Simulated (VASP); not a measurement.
# Ga4CN4 (a cell with a defect) in VASP: a series of runs

The runs below take Ga4CN4 (a cell with a defect) through single point, with PBE.

Everything below comes from runs of VASP 6.6.1. Logs are shortened: lines on timing, memory, paths and dates and some standing lists are left out, and cuts for length are marked.

### Step 1. The crystal as given

The cell holds a defect, 9 atoms: a = 6.374 Å, b = 6.374 Å, c = 3.187 Å, α = 60.00°, β = 60.00°, γ = 60.00°.

### Step 2. Single point, PBE

File INCAR:

```
ALGO = Fast
EDIFF = 1E-6
ENCUT = 520
GGA = PE
ISIF = 2
ISMEAR = -1
LASPH = T
LCHARG = F
LREAL = F
LWAVE = F
NBANDS = 48
NELM = 100
PREC = Accurate
SIGMA = 0.1
```

File KPOINTS:

```
k-points
0
Gamma
  4 4 4
```

File POSCAR:

```
Ga4CN4
1.0
    0.0000000000      4.5070000000      4.5070000000
    4.5070000000      0.0000000000      4.5070000000
    2.2535000000      2.2535000000      0.0000000000
Ga N C
4 4 1
Direct
    0.0000000000      0.0000000000      0.0000000000
    0.0000000000      0.5000000000      0.0000000000
    0.5000000000      0.0000000000      0.0000000000
    0.5000000000      0.5000000000      0.0000000000
    0.3750000000      0.3750000000      0.7500000000
    0.3750000000      0.8750000000      0.7500000000
    0.8750000000      0.3750000000      0.7500000000
    0.8750000000      0.8750000000      0.7500000000
    0.2383838473     -0.1016026181      0.2618162858
```

Potentials or basis: VASP PAW PBE potentials, release 64 (Ga_d, N, C).

Launch:

```sh
$ cat potpaw_PBE.64/Ga_d/POTCAR potpaw_PBE.64/N/POTCAR potpaw_PBE.64/C/POTCAR > POTCAR
$ mpirun -np 1 vasp_std > vasp.out
```

OUTCAR:

```text
EDIFF = 1E-6
   ENCUT = 520
   GGA = PE
   ISIF = 2
   ISMEAR = -1
   LASPH = T
   LREAL = F
   NELM = 100
   PREC = Accurate

 ion  position               nearest neighbor table
   1  0.000  0.000  0.000-   9 1.78   6 1.95   7 1.95   8 1.95   8 1.95   9 2.29
   2  0.000  0.500  0.000-   7 1.95   5 1.95   7 1.95   8 1.95
   3  0.500  0.000  0.000-   9 1.74   5 1.95   6 1.95   8 1.95   6 1.95
   4  0.500  0.500  0.000-   5 1.95   5 1.95   6 1.95   7 1.95
   5  0.375  0.375  0.750-   2 1.95   3 1.95   4 1.95   4 1.95
   6  0.375  0.875  0.750-   9 1.46   1 1.95   3 1.95   4 1.95   3 1.95
   7  0.875  0.375  0.750-   1 1.95   2 1.95   4 1.95   2 1.95
   8  0.875  0.875  0.750-   1 1.95   2 1.95   3 1.95   1 1.95
   9  0.238  0.898  0.262-   6 1.46   3 1.74   1 1.78   1 2.29

  LATTYP: Found a base centered orthorhombic cell.
 ALAT       =     6.3738605256
 B/A-ratio  =     1.4142135624
 C/A-ratio  =     0.5000000000

  Lattice vectors:

 A1 = (  -2.2535000000,   2.2535000000,  -4.5070000000)
 A2 = (  -2.2535000000,   2.2535000000,   4.5070000000)
 A3 = (   2.2535000000,   2.2535000000,   0.0000000000)

Analysis of symmetry for initial positions (statically):
=====================================================================
 Subroutine PRICEL returns:
 Original cell was already a primitive cell.

 Routine SETGRP: Setting up the symmetry group for a
 base centered orthorhombic supercell.

 Subroutine GETGRP returns: Found  1 space group operations
 (whereof  1 operations were pure point group operations)
 out of a pool of  8 trial point group operations.

The static configuration has the point symmetry C_1 .

Analysis of symmetry for dynamics (positions and initial velocities):
=====================================================================
 Subroutine PRICEL returns:
 Original cell was already a primitive cell.

 Routine SETGRP: Setting up the symmetry group for a
 base centered orthorhombic supercell.

 Subroutine GETGRP returns: Found  1 space group operations
 (whereof  1 operations were pure point group operations)
 out of a pool of  8 trial point group operations.

The dynamic configuration has the point symmetry C_1 .

 Subroutine INISYM returns: Found  1 space group operations
 (whereof  1 operations are pure point group operations),
 and found     1 'primitive' translations

----------------------------------------------------------------------------------------

                                     Primitive cell

  volume of cell :      91.5509

  direct lattice vectors                    reciprocal lattice vectors
     0.000000000  4.507000000  4.507000000    -0.110938540  0.110938540  0.110938540
     4.507000000  0.000000000  4.507000000     0.110938540 -0.110938540  0.110938540
     2.253500000  2.253500000  0.000000000     0.221877080  0.221877080 -0.221877080

  length of vectors
     6.373860526  6.373860526  3.186930263     0.192151188  0.192151188  0.384302376

  position of ions in fractional coordinates (direct lattice)
     0.000000000  0.000000000  0.000000000
     0.000000000  0.500000000  0.000000000
     0.500000000  0.000000000  0.000000000
     0.500000000  0.500000000  0.000000000
     0.375000000  0.375000000  0.750000000
     0.375000000  0.875000000  0.750000000
     0.875000000  0.375000000  0.750000000
     0.875000000  0.875000000  0.750000000
     0.238383847  0.898397382  0.261816286

  ion indices of the primitive-cell ions
   primitive index   ion index
                 1           1
                 2           2
                 3           3
                 4           4
                 5           5
                 6           6
                 7           7
                 8           8
                 9           9

----------------------------------------------------------------------------------------

 KPOINTS: k-points

Automatic generation of k-mesh.
 Grid dimensions read from file:
 generate k-points for:    4    4    4

 Generating k-lattice:

  Cartesian coordinates                     Fractional coordinates (reciprocal lattice)
    -0.027734635  0.027734635  0.027734635     0.250000000  0.000000000  0.000000000
     0.027734635 -0.027734635  0.027734635     0.000000000  0.250000000  0.000000000
     0.055469270  0.055469270 -0.055469270     0.000000000  0.000000000  0.250000000

  Length of vectors
     0.048037797  0.048037797  0.096075594

  Shift w.r.t. Gamma in fractional coordinates (k-lattice)
     0.000000000  0.000000000  0.000000000

 Subroutine IBZKPT returns following result:
 ===========================================

 Found     36 irreducible k-points:

 Following reciprocal coordinates:
            Coordinates               Weight
  0.000000  0.000000  0.000000      1.000000
  0.250000  0.000000  0.000000      2.000000
  0.000000 -0.250000  0.000000      2.000000
  0.500000  0.000000  0.000000      1.000000
  0.000000  0.500000  0.000000      1.000000
  0.250000  0.250000  0.000000      2.000000
[... 16 lines left out ...]
  0.250000  0.250000  0.250000      2.000000
 -0.250000  0.250000  0.250000      2.000000
 [... further k-points ...]
   k-points           NKPTS =     36   k-points in BZ     NKDIM =     36   number of bands    NBANDS=     48
   number of dos      NEDOS =    301   number of ions     NIONS =      9
   total plane-waves  NPLWV =  55296
   dimension x,y,z NGX =    48 NGY =   48 NGZ =   24
   dimension x,y,z NGXF=    96 NGYF=   96 NGZF=   48
   ions per type =               4   4   1
   NGX,Y,Z   is equivalent  to a cutoff of  12.52, 12.52, 12.52 a.u.
   NGXF,Y,Z  is equivalent  to a cutoff of  25.04, 25.04, 25.04 a.u.
 SYSTEM =  unknown system
   PREC   = accura    normal or accurate (medium, high low for compatibility)
   ISTART =      0    job   : 0-new  1-cont  2-samecut
   ICHARG =      2    charge: 1-file 2-atom 10-const
   ISPIN  =      1    spin polarized calculation?
   LNONCOLLINEAR =      F non collinear calculations
   LSORBIT =      F    spin-orbit coupling
   LASPH  =      T    aspherical Exc in radial PAW
   ENCUT  =  520.0 eV  38.22 Ry    6.18 a.u.  11.85 11.85  5.93*2*pi/ulx,y,z
   NELM   =    100;   NELMIN=  2; NELMDL= -5     # of ELM steps
   EDIFF  = 0.1E-05   stopping-criterion for ELM
   LREAL  =      F    real-space projection
   EDIFFG = 0.1E-04   stopping-criterion for IOM
   NSW    =      0    number of steps for IOM
   IBRION =     -1    ionic relax: 0-MD 1-quasi-New 2-CG
   NFREE  =      0    steps in history (QN), initial steepest desc. (CG)
   ISIF   =      2    stress and relaxation
   ISYM   =      2    0-nonsym 1-usesym 2-fastsym
   POTIM  = 0.5000    time-step for ionic-motion
   TEBEG  =    0.0;   TEEND  =   0.0 temperature during run
   PSTRESS=    0.0 pullay stress
   NELECT =      76.0000    total number of electrons
   NUPDOWN=      -1.0000    fix difference up-down
   EMIN   =  10.00;   EMAX   =-10.00  energy-range for DOS
   EFERMI =   0.00;   METHOD = LEGACY
   ISMEAR =    -1;   SIGMA  =   0.10  broadening in eV -4-tet -1-fermi 0-gaus
   EFERMI_NEDOS =   21; number of points for ismear=-14 and -15
   IALGO  =     68    algorithm
   IMIX   =      4    mixing-type and parameters
     AMIX     =   0.40;   BMIX     =  1.00
     AMIX_MAG =   1.60;   BMIX_MAG =  1.00
  volume/ion in A,a.u.               =      10.17        68.65
  Fermi-wavevector in a.u.,A,eV,Ry     =   1.538598  2.907528 32.208848  2.367284
  Thomas-Fermi vector in A             =   2.644944
   LORBIT       =      0    0 simple, 1 ext, 2 COOP (PROOUT), +10 PAW based schemes
   GGA     = PE    functional components
   LHFCALC =     F    Hartree Fock is set to
   AEXX    =    0.0000 exact exchange contribution
   IVDW    =     0    specifies the selected vdW correction
   LEPSILON=     F    determine dielectric tensor
   LRPA    =     F    only Hartree local field effects (RPA)
 non-spin polarized calculation
 RMM-DIIS sequential band-by-band and
  energy-cutoff  :      520.00
  volume of cell :       91.55
 maximum number of plane-waves:      2492
   NGX = 23   NGY = 23   NGZ = 11

 number of electron      76.0000016 magnetization

 Free energy of the ion-electron system (eV)
  ---------------------------------------------------
  ext. energy  EPLUGINS =         0.00000000
  ---------------------------------------------------
  free energy    TOTEN  =       -47.18081884 eV

  energy without entropy =      -47.10134176  energy(sigma->0) =      -47.14108030

 E-fermi :   8.0977     XC(G=0): -12.1187

 val. band max:        8.0887509885   @ k =   0.5000  -0.2500  -0.2500
 cond. band min:       8.1080618831   @ k =  -0.2500   0.2500   0.2500
 fundamental gap:      0.0193108946
 Fermi energy:         8.0976728701

 k-point     1 :       0.0000    0.0000    0.0000
  band No.  band energies     occupation
      1     -12.9418      2.00000
      2      -9.6439      2.00000
      3      -9.1283      2.00000
      4      -8.7979      2.00000
      5      -8.0117      2.00000
      6      -7.8516      2.00000
[... 40 lines left out ...]
     47      15.3879      0.00000
     48      16.1809      0.00000

 k-point     2 :       0.2500    0.0000    0.0000
  band No.  band energies     occupation
      1     -12.9014      2.00000
      2      -9.6463      2.00000
      3      -9.0823      2.00000
      4      -8.8326      2.00000
      5      -8.0228      2.00000
      6      -7.8516      2.00000
[... 40 lines left out ...]
     47      15.3378      0.00000
     48      16.0560      0.00000

 k-point     3 :       0.0000   -0.2500    0.0000
  band No.  band energies     occupation
      1     -12.9165      2.00000
      2      -9.5720      2.00000
      3      -9.1592      2.00000
      4      -8.7925      2.00000
      5      -8.0056      2.00000
      6      -7.8499      2.00000
[... 40 lines left out ...]
     47      15.5576      0.00000
     48      15.8332      0.00000

 k-point     4 :       0.5000    0.0000    0.0000
  band No.  band energies     occupation
      1     -12.8593      2.00000
      2      -9.6540      2.00000
      3      -8.9878      2.00000
      4      -8.9139      2.00000
      5      -8.0483      2.00000
      6      -7.8422      2.00000
[... 958 lines left out ...]
     47      15.0499      0.00000
     48      15.5815      0.00000

 k-point    23 :       0.2500    0.2500    0.2500
  band No.  band energies     occupation
      1     -12.5736      2.00000
      2      -9.4390      2.00000
      3      -8.9682      2.00000
      4      -8.7638      2.00000
      5      -8.1660      2.00000
      6      -7.8595      2.00000
[... 40 lines left out ...]
     47      15.5557      0.00000
     48      15.8795      0.00000

 k-point    24 :      -0.2500    0.2500    0.2500
  band No.  band energies     occupation
      1     -12.5193      2.00000
      2      -9.3889      2.00000
      3      -8.8863      2.00000
      4      -8.8368      2.00000
      5      -8.2301      2.00000
      6      -7.8347      2.00000
[... 40 lines left out ...]
     47      15.0278      0.00000
     48      15.7889      0.00000

 [... further k-points ...]
[... 5 lines left out ...]
  --------------------------------------------------------------------------------------
  -------------------------------------------------------------------------------------
  Total       14.2284956     21.7572280     24.1794522      1.7781127      7.2225220     -2.8535053
  in kB      249.0043252    380.7601336    423.1500201     31.1176783    126.3970051    -49.9374758
  external PRESSURE =     350.9714930 kB  Pullay stress =       0.0000000 kB

 VOLUME and BASIS-vectors are now :
 -----------------------------------------------------------------------------
  energy-cutoff  :      520.00
  volume of cell :       91.55
      direct lattice vectors                 reciprocal lattice vectors
     0.000000000  4.507000000  4.507000000    -0.110938540  0.110938540  0.110938540
     4.507000000  0.000000000  4.507000000     0.110938540 -0.110938540  0.110938540
     2.253500000  2.253500000  0.000000000     0.221877080  0.221877080 -0.221877080

 POSITION                                       TOTAL-FORCE (eV/Angst)
 -----------------------------------------------------------------------------------
      0.00000      0.00000      0.00000         1.522856     -5.775937     -1.758277
      2.25350      0.00000      2.25350        -0.271700      0.270816     -0.495058
      0.00000      2.25350      2.25350         0.931595      1.698881      6.700149
      2.25350      2.25350      4.50700        -1.092552      0.598908     -0.457197
      3.38025      3.38025      3.38025        -0.147954      0.022303      0.322926
      5.63375      3.38025      5.63375        -1.420030      3.300111     -0.384870
      3.38025      5.63375      5.63375         0.131741     -0.370873      0.062881
      5.63375      5.63375      7.88725         1.723945     -0.393805     -3.354605
      4.63908      1.66440      5.12347        -1.377901      0.649596     -0.635950
 -----------------------------------------------------------------------------------
    total drift:                               -0.000148      0.000196     -0.000163

  FREE ENERGIE OF THE ION-ELECTRON SYSTEM (eV)
  ---------------------------------------------------
  free  energy   TOTEN  =       -47.1808188354 eV

  energy  without entropy=      -47.1013417604  energy(sigma->0) =      -47.14108030
```

Run time: 1.8 min. Hardware: 1 thread of Intel Xeon 6975P-C (Granite Rapids), shared host; peak memory 0.29 GiB.

Results:

```
Free energy            : -47.1808 eV
Pressure               : 35.1 GPa
Largest force          : 6.975 eV/Å
Band gap on the k mesh : none (metal or under the smearing width)
```

Forces in eV/Å, atoms in the order of the input:
```
Ga   1.523 -5.776 -1.758
Ga  -0.272  0.271 -0.495
Ga   0.932  1.699  6.700
Ga  -1.093  0.599 -0.457
N   -0.148  0.022  0.323
N   -1.420  3.300 -0.385
N    0.132 -0.371  0.063
N    1.724 -0.394 -3.355
C   -1.378  0.650 -0.636
```

Levels at points of the mesh, in eV from the Fermi level:
```csv
k point,band 35,band 36,band 37,band 38,band 39,band 40,band 41,band 42
"(0.00, 0.00, 0.00)",-2.34,-2.28,-2.17,-1.04,-0.39,0.75,2.78,3.17
"(0.50, 0.00, 0.00)",-3.09,-2.61,-2.55,0.05,1.37,2.06,2.21,3.37
"(0.00, 0.50, 0.00)",-3.39,-2.43,-2.40,-0.26,0.66,1.98,2.98,3.34
"(0.50, 0.50, 0.00)",-3.61,-3.11,-3.09,-0.17,1.15,2.31,3.31,4.22
"(0.00, 0.00, 0.50)",-3.37,-3.15,-2.65,-1.89,0.75,1.75,2.58,3.42
"(0.50, 0.00, 0.50)",-4.18,-3.96,-1.90,-0.44,2.43,2.92,3.23,3.28
"(0.00, 0.50, 0.50)",-3.83,-3.78,-2.31,-0.26,1.72,2.64,3.30,3.76
"(0.50, 0.50, 0.50)",-3.84,-3.21,-0.84,-0.22,2.33,3.26,3.87,4.39
```

Caveat: the k mesh is coarse (spacing up to 0.60 Å⁻¹), so the values aren't converged; a pressure of tens of GPa on the cell as given is suspect, and the run, the potentials or the cell itself is likely at fault.

### Step 3. Single point, PBE

File INCAR:

```
SYSTEM = Ga4CN4
ALGO = Normal
EDIFF = 1E-6
ENCUT = 520
GGA = PE
ISIF = 2
ISMEAR = -1
LASPH = .TRUE.
LCHARG = .FALSE.
LREAL = .FALSE.
LWAVE = .FALSE.
NBANDS = 48
NELM = 100
PREC = Accurate
SIGMA = 0.1
```

File KPOINTS:

```
k-points
0
G
  4 4 4
  0 0 0
```

POSCAR: that of step 2 with these lines changed.

```diff
@@ -16,2 +16,2 @@
     0.8750000000      0.8750000000      0.7500000000
-    0.2383838473     -0.1016026181      0.2618162858
+    0.2949170180     -0.2050829820      0.2757625915
```

Potentials or basis: VASP PAW PBE potentials, release 64 (Ga_d, N, C).

Launch:

```sh
$ cat potpaw_PBE.64/Ga_d/POTCAR potpaw_PBE.64/N/POTCAR potpaw_PBE.64/C/POTCAR > POTCAR
$ mpirun -np 1 vasp_std > vasp.out
```

Wall time 68 s (1 thread of Intel Xeon 6975P-C (Granite Rapids), shared host); peak memory 0.26 GiB.

It converged, with:

* Free energy: -47.7973 eV
* Pressure: 33.0 GPa
* Largest force: 4.054 eV/Å
* Band gap on the k mesh: none (metal or under the smearing width)

Forces on the atoms (eV/Å):
```
Ga   1.142 -2.415 -1.060
Ga   0.007  0.007 -0.046
Ga   1.114  1.114  3.735
Ga  -2.415  1.142 -1.060
N   -0.603  1.556 -1.858
N   -0.954 -0.954  2.150
N    0.052  0.052  0.051
N    1.556 -0.603 -1.858
C    0.100  0.100 -0.053
```

Stress tensor (GPa, compression positive):
```
32.37  3.66 -1.88
 3.66 32.37 -1.88
-1.88 -1.88 34.30
```

Levels at points of the mesh, in eV from the Fermi level:
```csv
k point,band 35,band 36,band 37,band 38,band 39,band 40,band 41,band 42
"(0.00, 0.00, 0.00)",-2.89,-2.84,-2.79,-1.57,-0.21,0.56,1.95,2.69
"(0.50, 0.00, 0.00)",-3.72,-3.10,-3.06,-0.32,0.89,1.38,2.51,2.87
"(0.50, 0.50, 0.00)",-4.09,-3.79,-3.63,-0.05,1.23,2.01,2.20,3.79
"(0.00, 0.00, 0.50)",-3.96,-3.55,-3.32,-1.91,0.07,1.39,2.24,3.04
"(0.50, 0.00, 0.50)",-4.53,-4.45,-2.36,-0.48,1.33,2.26,2.73,3.28
"(0.50, 0.50, 0.50)",-4.57,-3.68,-1.74,0.26,1.69,2.73,3.55,3.61
```

Caveat: the k mesh is coarse (spacing up to 0.60 Å⁻¹), so the values aren't converged; a pressure of tens of GPa on the cell as given is suspect, and the run, the potentials or the cell itself is likely at fault.
